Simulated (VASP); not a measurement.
Calculation: optB86b-vdW, VASP's PBE PAW potentials (set 64) (plane waves; VASP).

VASP ran on this input.

INCAR:
```
AGGAC  =  0.0
ALGO  =  Normal
EDIFF  =  1E-6
EDIFFG  =  -0.02
ENCUT  =  520
GGA  =  MK
IBRION  =  2
ISIF  =  3
ISMEAR  =  1
LASPH  =  .True.
LCHARG  =  .False.
LMAXMIX  =  4
LREAL  =  .False.
LUSE_VDW  =  .True.
LWAVE  =  .False.
NELM  =  100
NSW  =  60
PARAM1  =  0.1234
PARAM2  =  1.0
PREC  =  Accurate
SIGMA  =  0.1
SYSTEM  =  Al3Sc
```

POSCAR:
```
Al3Sc
1.0
  4.0638445183   0.0000000000   0.0000000000
  0.0000000000   4.0638445183   0.0000000000
  0.0000000000   0.0000000000   4.0638445183
Sc Al
1 3
Direct
  0.0000000000   0.0000000000   0.0000000000
  0.0000000000   0.5000000000   0.5000000000
  0.5000000000   0.0000000000   0.5000000000
  0.5000000000   0.5000000000   0.0000000000
```

File KPOINTS:
```
Automatic mesh
0
G
 7 7 7
```

POTCAR, in this order: Sc_sv Al (PBE.64 set). Program: vasp_std.

What does the run give for the energy per atom (σ→0), volume per atom, band gap (on the k-mesh)?

- energy per atom (σ→0): -3.271 eV/atom
- band gap (on the k-mesh): none (metal, semimetal or under 0.01 eV)
- volume per atom: 17.10 Å³/atom

### OSZICAR
```
...
       N       E                     dE             d eps       ncg     rms          rms(c)
DAV:   1    -0.130917779834E+02   -0.82473E-02   -0.19529E-01   680   0.693E+00    0.670E-01
DAV:   2    -0.130853001529E+02    0.64778E-02   -0.46223E-02   856   0.289E+00    0.129E-01
DAV:   3    -0.130847535546E+02    0.54660E-03   -0.20011E-03   890   0.373E-01    0.828E-02
DAV:   4    -0.130845979726E+02    0.15558E-03   -0.41562E-04   686   0.247E-01    0.337E-02
DAV:   5    -0.130845987234E+02   -0.75075E-06   -0.21836E-05   662   0.466E-02    0.423E-03
DAV:   6    -0.130845988387E+02   -0.11534E-06   -0.10870E-06   478   0.118E-02
   3 F= -.13084599E+02 E0= -.13084323E+02  d E =-.690332E-02
```

The compound is Al3Sc in the L1_2 structure. This run relaxes it. Symmetry was kept, so distortions that lower it aren't found. The start is the result of an earlier pass.
